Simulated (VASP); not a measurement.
Data:

```
CELL_PARAMETERS angstrom
      1.56702    -2.71417     0.00000
      1.56702     2.71417     0.00000
      0.00000     0.00000     3.49393
ATOMIC_POSITIONS crystal
  Zr 0.00000 0.00000 0.00000
  B  0.33333 0.66667 0.50000
  B  0.66667 0.33333 0.50000
```

Level of theory: LDA (Ceperley-Alder, Perdew-Zunger), VASP's LDA PAW potentials (set 64) (plane waves; VASP). Numerical set-up: 620 eV cut-off, 11×11×9 Γ-centred mesh, first-order Methfessel-Paxton smearing of 0.10 eV, potentials Zr_sv B.

Q: The ions, cell shape and volume at an external pressure of 5.0 GPa are relaxed. Which structure does the run end with?

A: 
```
CELL_PARAMETERS angstrom
      1.55727    -2.69727     0.00000
      1.55727     2.69727     0.00000
      0.00000     0.00000     3.47102
ATOMIC_POSITIONS crystal
  Zr 0.00000 0.00000 0.00000
  B  0.33333 0.66667 0.50000
  B  0.66667 0.33333 0.50000
```
Space group P6/mmm (191), at a tolerance of 0.03 Å.

Q: How do energy and volume change from the first to the last step?

A: The energy (σ→0) changes by +2.9 meV/atom and the volume by -1.9 %, in 4 ionic steps.

The compound is ZrB2 in the AlB2 type structure. This run relaxes it under an external pressure of 5 GPa. Symmetry was kept, so distortions that lower it aren't found.
